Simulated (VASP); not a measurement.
Write the native input for VASP 6.6.1 that does the following.

```yaml
Task: single point
Functional: r2SCAN
Potentials_or_basis: VASP PAW PBE potentials, release 64 (Re, Bi_d)
Cutoff: 520 eV
k_mesh: 10 × 10 × 10
Occupations: gaussian, width 0.05 eV
Spin: no spin polarisation
Dipole_correction: no
Further_INCAR_settings: ALGO = Normal; EDIFF = 1e-06; NBANDS = 18
```

ReBi:

```
Re Bi
1.0
     0.00000    2.82286    2.82286
     2.79491    0.02795    2.79491
     2.79491    2.79491    0.02795
Re Bi
1 1
Direct
  0.50000 0.50000 0.50000
  0.00000 0.00000 0.00000
```

The cell comes from a database or a generator and needn't be the stable form of this composition.

The cell isn't the ideal one: strain e4 = +0.02, atoms carried along.

These files were run (other wordings do the same):

POSCAR

```
ReBi
1.0
    0.0000000000      2.8228638727      2.8228638727
    2.7949147254      0.0279491473      2.7949147254
    2.7949147254      2.7949147254      0.0279491473
Re Bi
1 1
Direct
    0.5000000000      0.5000000000      0.5000000000
    0.0000000000      0.0000000000      0.0000000000
```

INCAR.step1

```
SYSTEM = ReBi
  PREC = Accurate
  ENCUT = 520
  ISMEAR = 0
  SIGMA = 0.05
  LREAL = .False.
  LASPH = .True.
  NELM = 80
  NBANDS = 18
  GGA = PE
  ALGO = Normal
  EDIFF = 1E-4
  LWAVE = .True.
  LCHARG = .False.
```

INCAR.step2

```
SYSTEM = ReBi
  PREC = Accurate
  ENCUT = 520
  EDIFF = 1E-6
  ISMEAR = 0
  SIGMA = 0.05
  LREAL = .False.
  LASPH = .True.
  NELM = 80
  ALGO = Normal
  ISIF = 2
  LWAVE = .False.
  LCHARG = .True.
  METAGGA = R2SCAN
  LMIXTAU = .True.
  LELF = .True.
  LVHAR = .True.
  NBANDS = 18
  ISTART = 1
```

KPOINTS

```
Automatic mesh
0
Gamma
  10 10 10
  0 0 0
```

Potentials or basis: VASP PAW PBE potentials, release 64 (Re, Bi_d).

Command:

```console
$ cat potpaw_PBE.64/Re/POTCAR potpaw_PBE.64/Bi_d/POTCAR > POTCAR
$ cp INCAR.step1 INCAR
$ mpirun -np 1 vasp_std > vasp.out
$ cp INCAR.step2 INCAR
$ mpirun -np 1 vasp_std > vasp.out
```

It gave:

The pressure is 0.3 GPa and the band gap on the k mesh is none (metal or under the smearing width).

Caveat: the PAW data sets were made with another functional, which shifts forces and pressure a little; spin-orbit coupling is left out, which moves the levels of the heavy elements.

Run time: 5.1 min on 1 thread of AMD EPYC 9R45 (Zen 5) (shared host), peak memory 0.25 GiB.
